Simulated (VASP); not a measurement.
An input for Quantum ESPRESSO's pw.x (written as the equivalent of a VASP run, and not itself run):

```
&CONTROL
  calculation = 'vc-relax'
  pseudo_dir = './pseudo'
  outdir = './out'
  tprnfor = .true.
  tstress = .true.
  nstep = 40
  forc_conv_thr = 0.00078
/
&SYSTEM
  ibrav = 0
  nat = 1
  ntyp = 1
  ecutwfc = 68
  occupations = 'smearing'
  smearing = 'methfessel-paxton'
  degauss = 0.00735
  input_dft = 'pbesol'
/
&ELECTRONS
  conv_thr = 7.3e-08
  electron_maxstep = 100
/
&IONS
/
&CELL
/
ATOMIC_SPECIES
  Ir 192.217 Ir.upf
CELL_PARAMETERS angstrom
     0.0000000    1.9170875    1.9170875
     1.9170875    0.0000000    1.9170875
     1.9170875    1.9170875   -0.0000000
ATOMIC_POSITIONS crystal
  Ir   0.0000000  0.0000000  0.0000000
K_POINTS automatic
  16 16 16 0 0 0
```

**Question.** Translate this input to VASP (INCAR, KPOINTS, POSCAR, choice of POTCAR).

**Answer.** One answer among several that fit: 
File KPOINTS:
```
kpoints
0
G
  16 16 16
0 0 0
```

### INCAR
```
ALGO=Normal
EDIFF=1E-6
LWAVE=.FALSE.
SIGMA=0.1   ! width (eV)
EDIFFG=-0.02   ! ionic stop
LMAXMIX=6
PREC=Accurate
LASPH=.TRUE.   ! aspherical one-centre terms
SYSTEM=Ir
NELM=100   ! most electronic steps
IBRION=2
LCHARG=.FALSE.
GGA=PS
ISIF=3   ! ions, shape and volume
LREAL=.FALSE.
ENCUT=500   ! plane-wave cut-off (eV)
NSW=40
ISMEAR=1   ! Methfessel-Paxton
```

**POSCAR**
```
Ir
1
    0.0000000000     1.9170875470     1.9170875470
    1.9170875470     0.0000000000     1.9170875470
    1.9170875470     1.9170875470    -0.0000000000
Ir
1
Direct
  0.0000000000   0.0000000000   0.0000000000
```

POTCAR, in this order: Ir (PBE.64 set). Program: vasp_std.

What does not carry over: the potentials are each code's own (VASP's PAW set, PseudoDojo norm-conserving files in pw.x), so ENCUT and ecutwfc are chosen apart and not converted; conv_thr bounds pw.x's estimated SCF error, while EDIFF bounds the energy change between steps; forc_conv_thr acts on force components and is met together with etot_conv_thr.

The compound is Ir in the fcc structure. It was relaxed first.
